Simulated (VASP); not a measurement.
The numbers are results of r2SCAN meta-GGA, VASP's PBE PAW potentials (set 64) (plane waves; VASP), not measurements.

A VASP calculation is set up with these files.

### KPOINTS
```
kpoints
0
gamma
 7 7 7
```

POSCAR:
```
CuI
1.0
  0.0000000000   3.0046451851   3.0046451851
  3.0046451851   0.0000000000   3.0046451851
  3.0046451851   3.0046451851   0.0000000000
Cu I
1 1
Cart
  3.0046451851   6.0092903702   3.0046451851
  1.5023225925   1.5023225925   1.5023225925
```

INCAR:
```
ALGO=Normal
EDIFF=1E-6
EDIFFG=-0.01
ENCUT=400
IBRION=2
ISIF=3
ISMEAR=0
LASPH=.TRUE.
LCHARG=.FALSE.
LMAXMIX=4
LMIXTAU=.TRUE.
LREAL=.FALSE.
LWAVE=.FALSE.
METAGGA=R2SCAN
NELM=100
NSW=60
PREC=Accurate
SIGMA=0.05
SYSTEM=CuI
```

POTCAR, in this order: Cu I (PBE.64 set). Program: vasp_std.

Q: What will the output report for the number of irreducible k-points (NKPTS), largest plane-wave count, number of space-group operations, FFT grid (NGX, NGY, NGZ)?

A: 
```
Quantity                                       Value
--------------------------------------  ------------
number of irreducible k-points (NKPTS)            20
largest plane-wave count                         998
number of space-group operations                  24
FFT grid (NGX, NGY, NGZ)                28 × 28 × 28
```

The compound is CuI in the zinc blende structure. It was relaxed first. The start is the result of an earlier pass.
